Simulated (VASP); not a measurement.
Here is the system:

```
CELL_PARAMETERS angstrom
      3.03724     0.00000     0.00000
      0.00000     3.03724     0.00000
      0.00000     0.00000     3.03724
ATOMIC_POSITIONS crystal
  Ti 0.00000 0.00000 0.00000
  P  0.50000 0.50000 0.50000
```

Computed with PBEsol GGA, VASP's PBE PAW potentials (set 64) (plane waves; VASP 6.6.1). Numerical set-up: 400 eV cut-off, 13×13×13 Γ-centred mesh, tetrahedra with Blöchl corrections, potentials Ti_sv P.

Problem. Predict the energy per atom (σ→0), band gap (on the k-mesh) with the smallest direct gap where there is one.

Solution. 
The band gap (on the k-mesh) is none (metal, semimetal or under 0.01 eV) and the energy per atom (σ→0) is -7.874 eV/atom.

The absolute energy has meaning only against runs of the same code, potentials and settings.

The structure was generated: TiP was put into the CsCl type type (Pm-3m), which need not be its known phase. It was relaxed first, which changed the volume by -33 %. The electron count is odd and the run is not spin-polarised, which forces a metal.
